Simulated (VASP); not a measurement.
Here is the system:

```
CELL_PARAMETERS angstrom
      3.90054     0.00000     0.00000
      0.00000     3.90054     0.00000
      0.00000     0.00000     5.47799
ATOMIC_POSITIONS crystal
  Al 0.50000 0.50000 0.50000
  Ga 0.00000 0.00000 0.00000
  P  0.00000 0.50000 0.25137
  P  0.50000 0.00000 0.74863
```

The numbers are results of HSE06 screened hybrid, VASP's PBE PAW potentials (set 64) (plane waves; VASP 6.6.1), not measurements. Numerical set-up: 400 eV cut-off, 4×4×4 Γ-centred mesh, Gaussian smearing of 0.050 eV, potentials Al Ga_d P.

Question: What does the run give for the energy per atom (σ→0), pressure, band gap (over the mesh, the named points and PBE's band edges) with the smallest direct gap where there is one?

Answer: 
```json
{
  "band gap (over the mesh, the named points and PBE's band edges)": "2.36 eV",
  "smallest direct gap (over the mesh, the named points and PBE's band edges)": "2.40 eV",
  "energy per atom (σ→0)": "-5.692 eV/atom",
  "pressure": "-1.70 GPa"
}
```

The structure comes from a computed database's AlGaP2 entry (P-4m2); how it stands against other phases isn't given here. It was relaxed first.
